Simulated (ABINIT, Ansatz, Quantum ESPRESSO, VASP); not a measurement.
InF₃ (R-3c, 8 atoms in the cell) computed with different codes at matched settings

Self-consistent single point.

```xyz
8
Lattice="2.6021 1.5023 4.9075 -2.6021 1.5023 4.9075 0.0000 -3.0047 4.9075" Properties=species:S:1:pos:R:3 pbc="T T T"
In     0.0000     0.0000     7.3613
In     0.0000     0.0000     0.0000
F     -0.9219     1.4079     6.1344
F      0.9219    -1.4079     8.5881
F     -0.7583    -1.5023     6.1344
F      0.7583     1.5023     8.5881
F      1.6802     0.0945     6.1344
F     -1.6802    -0.0945     8.5881
```

Shared settings, as Ansatz (a first-principles code) writes them: kpoints.mp_grid.grid = 6 6 6; scf.occupations.method = fermi_dirac; scf.occupations.width = 0.05 eV. Potentials and cutoffs stand in the table.

```csv
code,model,pressure (GPa),largest force (eV/Å),gap on the mesh (eV),cutoff
Quantum ESPRESSO,"LDA (PZ), GBRV 1.5 ultrasoft (LDA) pseudopotentials",-5.92,0.257,3.975,40 Ry
VASP,"LDA (PZ), VASP's LDA PAW potentials (set 64)",-13.08,0.189,–,400 eV
ABINIT,"LDA (PW92), PAW (JTH v2.0 LDA PAW)",-4.89,0.225,3.975,653 eV
Ansatz,"LDA (PW92), default PAW files made with PBE",-5.14,0.204,4.013,default
```

A dash marks a value that a program does not give, or that is left out as unsure.

No gap is tabulated for VASP: it is not read from that output, or partly filled or unconverged empty levels leave it unsure.

Gaps are read on the mesh.

The spread over the programs that give each value: pressure within 8.19 GPa; largest force within 0.068 eV/Å; gap on the mesh within 0.038 eV.

Ansatz's pressure is given at a fixed set of plane waves, as the other plane-wave codes print theirs; with its correction for the finite basis it is -4.19 GPa (the shift of 0.95 GPa shows how far the cutoff is from converged). The same LDA comes in different parametrisations, which differ slightly. In the pressure, VASP (by 7.56) lies more than 1 GPa from the median of the plane-wave programs.

On the base mesh (5 5 5) the same programs gave: ABINIT pressure -4.89 GPa, gap on the mesh 3.998 eV; Ansatz pressure -5.14 GPa, gap on the mesh 4.036 eV; Quantum ESPRESSO pressure -5.92 GPa, gap on the mesh 3.998 eV; VASP pressure -13.11 GPa.

VASP's run is marked for a possible Pulay error in its stress at this cutoff; no cutoff test was made.

The starting cell comes from a database of computed structures (which also holds hypothetical and non-ambient phases and stackings), without a prior relaxation at this level.

Left out of this page: GPAW and SIESTA (not drawn, or without a comparable value); CP2K (unsound by tests on forces, stress, charge or solver warnings).

Keys are those of Ansatz 0.2.
